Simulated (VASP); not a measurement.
All values below come from LDA (Ceperley-Alder, Perdew-Zunger), VASP's LDA PAW potentials (set 64) (plane waves; VASP).

A VASP calculation is set up with these files.

**POSCAR**
```
MgO
1.0
  0.0000000000   2.0518584203   2.0518584203
  2.0518584203   0.0000000000   2.0518584203
  2.0518584203   2.0518584203   0.0000000000
Mg O
1 1
Direct
  0.0000000000   0.0000000000   0.0000000000
  0.5000000000   0.5000000000   0.5000000000
```

### INCAR
```
ALGO = Normal
EDIFF = 1E-7
ENCUT = 520
ISIF = 2
ISMEAR = 0
LASPH = T
LCHARG = F
LREAL = F
LWAVE = F
NELM = 100
PREC = Accurate
SIGMA = 0.05
SYSTEM = MgO
```

**KPOINTS**
```
Automatic mesh
0
Gamma
11 11 11
0 0 0
```

POTCAR, in this order: Mg O (LDA.64 set). Program: vasp_std.

Output of the run:

**OUTCAR**
```
 ion  position               nearest neighbor table
   1  0.000  0.000  0.000-   2 2.05   2 2.05   2 2.05   2 2.05   2 2.05   2 2.05
   2  0.500  0.500  0.500-   1 2.05   1 2.05   1 2.05   1 2.05   1 2.05   1 2.05
  LATTYP: Found a face centered cubic cell.
 ALAT       =     4.1037168406
 Subroutine PRICEL returns:
 Original cell was already a primitive cell.
 Subroutine GETGRP returns: Found 48 space group operations
The static configuration has the point symmetry O_h .
The dynamic configuration has the point symmetry O_h .
 Subroutine INISYM returns: Found 48 space group operations
 Subroutine IBZKPT returns following result:
 Found     56 irreducible k-points:

 Following reciprocal coordinates:
            Coordinates               Weight
  0.000000  0.000000  0.000000      1.000000
  0.090909  0.000000  0.000000      8.000000
  0.181818  0.000000  0.000000      8.000000
  0.272727  0.000000  0.000000      8.000000
  0.363636  0.000000  0.000000      8.000000
  0.454545  0.000000  0.000000      8.000000
  0.090909  0.090909  0.000000      6.000000
  0.181818  0.090909  0.000000     24.000000
  0.272727  0.090909  0.000000     24.000000
  0.363636  0.090909  0.000000     24.000000
  0.454545  0.090909  0.000000     24.000000
 -0.454545  0.090909  0.000000     24.000000
 -0.363636  0.090909  0.000000     24.000000
 -0.272727  0.090909  0.000000     24.000000
 -0.181818  0.090909  0.000000     24.000000
 -0.090909  0.090909  0.000000     12.000000
  0.181818  0.181818  0.000000      6.000000
  0.272727  0.181818  0.000000     24.000000
  0.363636  0.181818  0.000000     24.000000
  0.454545  0.181818  0.000000     24.000000
 -0.454545  0.181818  0.000000     24.000000
 -0.363636  0.181818  0.000000     24.000000
 -0.272727  0.181818  0.000000     24.000000
 -0.181818  0.181818  0.000000     12.000000
...
```

### OSZICAR
```
       N       E                     dE             d eps       ncg     rms          rms(c)
DAV:   1     0.107689067586E+02    0.10769E+02   -0.50050E+03  1040   0.898E+02
DAV:   2    -0.147392131988E+02   -0.25508E+02   -0.24248E+02  1064   0.138E+02
DAV:   3    -0.150376112394E+02   -0.29840E+00   -0.29840E+00  1136   0.170E+01
DAV:   4    -0.150380157230E+02   -0.40448E-03   -0.40448E-03  1216   0.601E-01
DAV:   5    -0.150380159355E+02   -0.21245E-06   -0.21245E-06  1208   0.982E-03    0.715E+00
DAV:   6    -0.134977399973E+02    0.15403E+01   -0.96122E+00   896   0.222E+01    0.218E+00
DAV:   7    -0.134583550007E+02    0.39385E-01   -0.36863E-02   952   0.242E+00    0.125E+00
DAV:   8    -0.134352241175E+02    0.23131E-01   -0.21356E-02   896   0.201E+00    0.122E-01
DAV:   9    -0.134351624986E+02    0.61619E-04   -0.14830E-04  1416   0.126E-01    0.743E-02
DAV:  10    -0.134351449847E+02    0.17514E-04   -0.27225E-05   920   0.648E-02    0.736E-03
DAV:  11    -0.134351442043E+02    0.78042E-06   -0.33769E-06  1056   0.126E-02    0.227E-03
DAV:  12    -0.134351441794E+02    0.24898E-07   -0.18407E-07   616   0.346E-03
   1 F= -.13435144E+02 E0= -.13435144E+02  d E =-.318576E-13
```

**OUTCAR**
```
------------------------ aborting loop because EDIFF is reached ----------------------------------------
  FORCE on cell =-STRESS in cart. coord.  units (eV):
  Direction    XX          YY          ZZ          XY          YZ          ZX
  --------------------------------------------------------------------------------------
  Total        0.6327519      0.6327519      0.6327519      0.0000000      0.0000000      0.0000000
  in kB       58.6775322     58.6775322     58.6775322      0.0000000      0.0000000      0.0000000
  external PRESSURE =      58.6775322 kB  Pullay stress =       0.0000000 kB
  volume of cell :       17.28
      direct lattice vectors                 reciprocal lattice vectors
     0.000000000  2.051858420  2.051858420    -0.243681530  0.243681530  0.243681530
     2.051858420  0.000000000  2.051858420     0.243681530 -0.243681530  0.243681530
     2.051858420  2.051858420  0.000000000     0.243681530  0.243681530 -0.243681530
  FREE ENERGIE OF THE ION-ELECTRON SYSTEM (eV)
  ---------------------------------------------------
  free  energy   TOTEN  =       -13.4351441794 eV

  energy  without entropy=      -13.4351441794  energy(sigma->0) =      -13.43514418
```
(Selected blocks of OUTCAR.)

OUTCAR:
```
 val. band max:        3.5002570278   @ k =   0.0000   0.0000   0.0000

 cond. band min:       8.9582727478   @ k =   0.0000   0.0000   0.0000


 Fermi energy:         3.7316351503

 k-point     1 :       0.0000    0.0000    0.0000
  band No.  band energies     occupation
      1     -13.9308      2.00000
      2       3.5003      2.00000
      3       3.5003      2.00000
      4       3.5003      2.00000
      5       8.9583      0.00000
      6      19.4483      0.00000
      7      19.4483      0.00000
      8      19.4483      0.00000

 k-point     2 :       0.0909    0.0000    0.0000
  band No.  band energies     occupation
      1     -13.8273      2.00000
      2       2.9314      2.00000
      3       3.4343      2.00000
      4       3.4343      2.00000
      5       9.4765      0.00000
      6      18.3591      0.00000
      7      19.6738      0.00000
      8      19.6738      0.00000

 k-point     3 :       0.1818    0.0000    0.0000
  band No.  band energies     occupation
      1     -13.5352      2.00000
      2       1.6836      2.00000
      3       3.2626      2.00000
      4       3.2626      2.00000
      5      10.5237      0.00000
      6      16.9426      0.00000
      7      20.1969      0.00000
      8      20.1969      0.00000

 k-point     4 :       0.2727    0.0000    0.0000
  band No.  band energies     occupation
      1     -13.1169      2.00000
      2       0.3230      2.00000
      3       3.0483      2.00000
      4       3.0483      2.00000
      5      11.3837      0.00000
      6      16.2619      0.00000
      7      20.5391      0.00000
      8      20.5391      0.00000

 k-point     5 :       0.3636    0.0000    0.0000
  band No.  band energies     occupation
      1     -12.6867      2.00000
      2      -0.8145      2.00000
      3       2.8609      2.00000
      4       2.8609      2.00000
      5      11.7129      0.00000
      6      16.3889      0.00000
      7      20.4694      0.00000
...
```

The compound is MgO in the rock salt structure. This cell is one point of a volume scan, at 0.97 of the reference volume.
